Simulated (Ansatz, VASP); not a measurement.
# ZrPbO3: VASP beside Ansatz

Wanted: the spread between two codes on one cell, functional and k mesh. The cell is taken from a series of runs on this material, whose earlier steps may have relaxed, scaled, displaced or heated it; both programs get it as it stands.

Main program and level: Ansatz 0.2.0; plane waves, with VASP 6.6.1 beside it; LDA.

## Step 1: Starting point

Symmetry: Pm-3m, No. 221, cubic system. The conventional cell has a = 4.103 Å, b = 4.103 Å, c = 4.103 Å, α = 90.00°, β = 90.00°, γ = 90.00°. Nearest to Zr lie 6 O at 2.05 Å. Nearest to Pb lie 12 O at 2.90 Å. Nearest to O lie 2 Zr at 2.05 Å. Farther neighbours and most contacts between anions are not listed.

## Step 2: Ansatz: zone-centre phonons, LDA

Ansatz runs on its default PAW (the set named soft_2) files.

Second derivatives magnify differences that forces hide, and they need a tight electronic threshold.

Contents of input.yaml:

```yaml
crystal:
  lattice:
    - [4.103133728, 0.0, 0.0]
    - [0.0, 4.103133728, 0.0]
    - [0.0, 0.0, 4.103133728]
  atoms:
    - { symbol: Zr, position: [0.0, 0.0, 0.0] }
    - { symbol: Pb, position: [0.5, 0.5, 0.5] }
    - { symbol: O, position: [0.5, 0.0, 0.0] }
    - { symbol: O, position: [0.0, 0.0, 0.5] }
    - { symbol: O, position: [0.0, 0.5, 0.0] }
kpoints:
  mp_grid: { grid: [6, 6, 6] }
hamiltonian:
  xc: lda
scf:
  occupations: { method: fixed }
output:
  eigenvalues: true
phonons:
  method: dfpt
  dielectric: true
  rigid_motions: translations
```

Run with:

```bash
ansatz run input.yaml --threads 4 --pin off --max-ram 8192MiB --backend cpu --events-out ev --progress --plain --runs-dir out
```

Numbers of over 12 decimals in the logs are rounded to 6 here.

What it wrote:

```text
Engine: ansatz 0.2.0, aarch64-unknown-linux-gnu
Pseudopotentials: kind: paw
Pseudopotential: Zr, paw, valence charge 12, recommended cutoff 420 eV (normal), Zr.paw.azcp
Pseudopotential: Pb, paw, valence charge 14, recommended cutoff 420 eV (normal), Pb.paw.azcp
Pseudopotential: O, paw, valence charge 6, recommended cutoff 420 eV (normal), O.paw.azcp
Functional definition: SPW92
  exchange = slater_x
  correlation = pw_c
Crystal: 5 atoms, lattice volume = 69.079 Å³
Basis set: ecut = 420 eV, 1357 PW (Γ), exchange–correlation on 60×60×60 points (8 copies of the dense FFT grid, shifted against one another)
Bands: 27, of which v1, the nominal top of the filled ones, is band 22 counted from 1 (21 counted from 0)
Symmetry: 48 space group operations
k-points: 80 of 216 (irreducible under 2 space group operations, time reversal used)
Non-local potential: Zr, projectors of the file, l = 0: 3, l = 1: 2, l = 2: 2, l = 3: 2
Non-local potential: Pb, projectors of the file, l = 0: 2, l = 1: 2, l = 2: 2, l = 3: 2
Non-local potential: O, projectors of the file, l = 0: 2, l = 1: 2, l = 2: 1
PAW form: soft (Blöchl's): semilocal exchange-correlation on the pseudo side does not see the compensation charge
PAW frozen core: Zr, regenerated for the run's functional, and the local potential with it (the file was generated under x = pbe(κ = 0.804, μ = 0.219515), c = pbe(β = 0.066725))
PAW frozen core: Pb, regenerated for the run's functional, and the local potential with it (the file was generated under x = pbe(κ = 0.804, μ = 0.219515), c = pbe(β = 0.066725))
PAW frozen core: O, regenerated for the run's functional, and the local potential with it (the file was generated under x = pbe(κ = 0.804, μ = 0.219515), c = pbe(β = 0.066725))
PAW one-centre angular grid: Zr, 590 points (default); XC on 64 Gauss nodes
PAW one-centre angular grid: Pb, 590 points (default); XC on 64 Gauss nodes
PAW one-centre angular grid: O, 110 points (default); XC on 64 Gauss nodes
Initial density: superposition of atomic densities (neutral atoms: chi_scale 0, normalization atom), corrected by the library's trained network
Initial wavefunctions: pseudopotential atomic-orbital guess
Functional: x = slater, c = lda
SCF iter   1: F=—  HF=-17350.485205 eV  |F-HF|=—  |Δ(HF+E_count)|=         —  Δρ=1.84e-2  dr2=2.25e-1  ethr=1.77e-3  ⟨swp⟩=4.9  Hψ=8722  notcnv=0  defer=209
preconditioner: auto → Resta (q_TF=auto, 2.531 Å⁻¹)  ε∞=4.4  [insulator: Δε(μ)=2.142 eV  Ē_g=15.657 eV  n_scr=18 (ndim 8)  ℏωp=29.0 eV  f_vac=0.000  ε∞_Penn≈4.4]
SCF iter   2: F=—  HF=-17350.436418 eV  |F-HF|=—  |Δ(HF+E_count)|=   4.88e-2  Δρ=6.52e-3  dr2=1.35e-2  ethr=5.11e-4  ⟨swp⟩=2.1  Hψ=3680  notcnv=0  defer=211
SCF iter   3: F=—  HF=-17350.432732 eV  |F-HF|=—  |Δ(HF+E_count)|=   3.69e-3  Δρ=2.13e-3  dr2=1.58e-3  ethr=3.06e-5  ⟨swp⟩=2.0  Hψ=3468  notcnv=0  defer=229
SCF iter   4: F=—  HF=-17350.432219 eV  |F-HF|=—  |Δ(HF+E_count)|=   5.13e-4  Δρ=3.05e-4  dr2=4.41e-5  ethr=3.59e-6  ⟨swp⟩=2.4  Hψ=3661  notcnv=0  defer=223
SCF iter   5: F=—  HF=-17350.432214 eV  |F-HF|=—  |Δ(HF+E_count)|=   4.82e-6  Δρ=3.21e-5  dr2=3.28e-7  ethr=1.00e-7  ⟨swp⟩=2.5  Hψ=3437  notcnv=0  defer=105
SCF iter   6: F=—  HF=-17350.432212 eV  |F-HF|=—  |Δ(HF+E_count)|=   2.37e-6  Δρ=5.14e-6  dr2=1.27e-8  ethr=7.46e-10  ⟨swp⟩=2.1  Hψ=2973  notcnv=0  defer=90
SCF iter   7: F=—  HF=-17350.432212 eV  |F-HF|=—  |Δ(HF+E_count)|=   6.64e-9  Δρ=6.70e-7  dr2=2.46e-10  ethr=2.89e-11  ⟨swp⟩=2.4  Hψ=3403  notcnv=0  defer=90
SCF iter   8: F=-17350.432212 eV  HF=-17350.432212 eV  |F-HF|=0.00e0  |Δ(HF+E_count)|=  8.73e-11  Δρ=1.57e-7  dr2=1.12e-11  ethr=1.00e-12  ⟨swp⟩=11.7  Hψ=12491  notcnv=0
SCF 1 converged in 8 iterations: F = -17350.432212 eV  dr2 = 1.12e-11
  greatest PAW one-centre occupation: 0.997 electrons in one spin orbital (limit 2), on the Zr atom at site 0 (counted from 0), in its partial waves of l = 0
DFPT response loops at Γ: preconditioner auto → none (the input reference at scf.mixing.eps_inf says where Resta's filter doesn't serve); β = 0.50; Broyden in place of MSR1
── the response to a field inside a basis, on 6×6×6 k-points: an SCF that follows is theirs, and a resumed run solves both again ──
Bands: 23, of which v1, the nominal top of the filled ones, is band 22 counted from 1 (21 counted from 0)
k-points: 10 of 216
Initial density: handed on by an earlier stage of this run
Initial wavefunctions: pseudopotential atomic-orbital guess (no wavefunctions were taken with the density)
Eigensolver: Dense (10 Hₖ)
SCF iter   1: F=—  HF=-17350.435747 eV  |F-HF|=—  |Δ(HF+E_count)|=         —  Δρ=6.77e-4  dr2=5.15e-5  ethr=1.00e-1
preconditioner: auto → Resta (q_TF=auto, 2.531 Å⁻¹)  ε∞=5.0  [insulator: Δε(μ)=3.023 eV  Ē_g=14.393 eV  n_scr=18 (ndim 8)  ℏωp=29.0 eV  f_vac=0.000  ε∞_Penn≈5.0]
SCF iter   2: F=—  HF=-17350.435730 eV  |F-HF|=—  |Δ(HF+E_count)|=   1.69e-5  Δρ=3.12e-4  dr2=1.90e-5  ethr=1.17e-7
SCF iter   3: F=—  HF=-17350.435726 eV  |F-HF|=—  |Δ(HF+E_count)|=   3.93e-6  Δρ=1.35e-4  dr2=1.93e-6  ethr=4.31e-8
SCF iter   4: F=-17350.435726 eV  HF=-17350.435726 eV  |F-HF|=4.83e-9  |Δ(HF+E_count)|=   6.03e-7  Δρ=4.33e-6  dr2=7.88e-9  ethr=4.38e-9
SCF 1 converged in 4 iterations: F = -17350.435726 eV  dr2 = 7.88e-9
DFPT response loops at Γ: mixed as the last ones told, above
WARN: field response: ε∞ stands inside a basis, on 6×6×6 points; the force constants stand on the 6×6×6 k-mesh, whose period is 11.34 times the interband length at k = (0.0000, 0.0000, -0.5000), direct gap 2.363 eV, under 14: take them and everything formed from them as unconverged, and compare with a denser kpoints.mp_grid
SCF converged after 8 iterations
Free energy (F): -17350.432212 eV
Harris-Foulkes:  -17350.432212 eV  (|F-HF|=0.00e0)
Internal energy: -17350.432212 eV  (E = F + TS)
E sigma→0 (E₀):  -17350.432212 eV
Fermi energy:    9.798492 eV
--- Per-component energies (eV) ---
  E_band       = -110.642093
  E_kinetic    = 1148.144526
  E_local      = -2452.190272  (includes V_loc(G=0)·N_el)
  E_nonlocal   = 583.424386
  E_hartree    = 870.099453
  E_xc         = -600.640848
  E_vxc        = -608.165772  (∫ρ·V_xc dr)
  E_paw        = -13387.945940  (= ΣΔE_a)
  E_vpaw       = -522.061378  (= ΣTr[D̂ρ^β])
  E_aug_tail   = 0.007557  (compensation charges beyond the density's cutoff)
  E_ewald      = -3511.914525
  E_core_change = 0.583452  (= ΣΔE_core)
  E_smearing   = -0.000000  (= −TS)
  E_closure    = -0.000000  (closes the sum)
  Σ components = -17350.432212   (vs F -17350.432212, Δ=0.00e0)
--- Band table (eV; the first three rows and the last of 80) ---
  k-point 0: bands = [... 18 lower, 8.6825, 9.4293, 9.4293, 9.4293, 13.5121, 13.5121, 13.5121, 16.3823, ... 1 higher]
  k-point 1: bands = [... 18 lower, 8.6183, 8.7774, 9.3884, 9.3884, 13.5227, 14.0574, 14.0574, 15.0541, ... 1 higher]
  k-point 2: bands = [... 18 lower, 8.4933, 9.1118, 9.3729, 9.3729, 13.1886, 13.5441, 14.8547, 14.8547, ... 1 higher]
  k-point 79: bands = [... 18 lower, 6.2057, 9.7358, 9.7358, 9.7358, 15.5626, 15.5626, 15.5626, 17.2727, ... 1 higher]
--- Phonons (Γ-DFPT): 4 representative perturbations + reference, on 80 of 216 k-points (Σ response iterations 13) ---
  k mesh reduced under 2 symmetry operations, with k and −k counted as one. Each operation leaves every solved perturbation unchanged. A smaller set is not considered because the run solves the response to a homogeneous field
  ASR residual: 7.978e-5 → 0.000e0 eV/Å²; symmetrization residual: 2.243e-5 eV/Å²
  ASR residual per site (eV/Å²): 2.21e-5 7.98e-5 7.10e-5 7.10e-5 7.10e-5
  Γ frequencies (cm⁻¹): -144.54 -144.54 -144.54 -8.55 -8.55 -8.55 0.00 0.00 0.00 151.33 151.33 151.33 583.12 583.12 583.12
  ε∞ (high-frequency dielectric tensor):
        6.930106     0.000000     0.000000
        0.000000     6.930106     0.000000
        0.000000     0.000000     6.930106
  softest optical mode at Γ: -144.54 cm⁻¹; the repairs (sum rule, projections) moved no ω² at Γ by more than (2.63 cm⁻¹)²
  Born effective charges Z* (e; rows j = field, columns β = displacement):
    site 0:
         5.90999   -0.00000   -0.00000
         0.00000    5.90999    0.00000
        -0.00000    0.00000    5.90999
    site 1:
         3.92716    0.00000   -0.00000
         0.00000    3.92716    0.00000
         0.00000    0.00000    3.92716
    site 2:
        -4.85654   -0.00000   -0.00000
        -0.00000   -2.49031    0.00000
        -0.00000    0.00000   -2.49031
    site 3:
        -2.49031    0.00000   -0.00000
        -0.00000   -2.49031    0.00000
        -0.00000   -0.00000   -4.85654
    site 4:
        -2.49031    0.00000    0.00000
         0.00000   -4.85654    0.00000
        -0.00000    0.00000   -2.49031
  Z* charge neutrality: 1.179e-2 e pre-enforcement
  solved inside a basis spanned on kpoints, on 6×6×6 k-points, its susceptibility summed on 10×10×10: ε∞ is read to err by 2.8e-2, Z* by 4.5e-2 e (field_mesh: kpoints solves on kpoints); Z* is corrected for what the basis lacks
  optical modes at Γ without the LO–TO term, one row a degenerate level:
      ω (cm⁻¹)  modes    IR ((D/Å)²/amu)
       -144.54      3            78.9801
         -8.55      3             0.0000
        151.33      3            28.5833
        583.12      3            79.7796
  optical modes at Γ + LO–TO along q̂ = [1.0000, 0.0000, 0.0000]:
      ω (cm⁻¹)  modes    IR ((D/Å)²/amu)
       -144.54      2            52.6534
         -8.55      3             0.0000
[...]
optical modes at Γ + LO–TO along q̂ = [0.0000, 1.0000, 0.0000]:
      ω (cm⁻¹)  modes    IR ((D/Å)²/amu)
[...]
714.91      1            48.3637
  optical modes at Γ + LO–TO along q̂ = [0.0000, 0.0000, 1.0000]:
      ω (cm⁻¹)  modes    IR ((D/Å)²/amu)
       -144.54      2            52.6534
         -8.55      3             0.0000
         86.94      1             0.6879
        151.33      2            19.0556
        318.75      1            13.3961
        583.12      2            53.1864
        714.91      1            48.3637
```

In the SCF lines HF is the Harris–Foulkes energy and dr2 the Hartree energy of the density residual, in eV; the loop may stop once dr2 is under the threshold and the program's other checks hold. Hψ counts applications of the Hamiltonian.

(Continued in part 2 of 3.)

[Lines on the potential files, build, host, timing and source positions are cut from VASP's logs without a mark.]

[Logs are printed without paths, hosts, clocks, repeated set-up lines and the standing remarks that a program may print on its own settings, such as how far it seeks lower states.]

[Hosts, paths, dates, database ids (printed as entryN), source tags and the programs' standing remarks are cut or masked in the printed files.]
